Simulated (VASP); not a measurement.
Data:

```
CdS
1.0
    2.08424    -3.61002     0.00000
    2.08424     3.61002     0.00000
    0.00000     0.00000     6.76901
Cd S
2 2
Direct
  0.66667   0.33333   0.49999
  0.33333   0.66667   0.99999
  0.66667   0.33333   0.87701
  0.33333   0.66667   0.37701
```

Calculation: MS2 meta-GGA, VASP's PBE PAW potentials (set 64) (plane waves; VASP). Run with 520 eV cut-off, 7×7×4 Γ-centred mesh, tetrahedra with Blöchl corrections, potentials Cd S.

The cores are frozen, which limits the accuracy of field gradients.

Q: Give the principal components of the electric field gradient (V/Å²) and the asymmetry η at each nucleus.

A: 
| atom | Vxx | Vyy | Vzz | η |
|---|---|---|---|---|
| Cd1 | -1.7 | -1.7 | 3.5 | 0.00 |
| Cd2 | -1.7 | -1.7 | 3.5 | 0.00 |
| S3 | 0.2 | 0.2 | -0.4 | - |
| S4 | 0.2 | 0.2 | -0.4 | - |

The compound is CdS in the wurtzite structure. It was relaxed first.
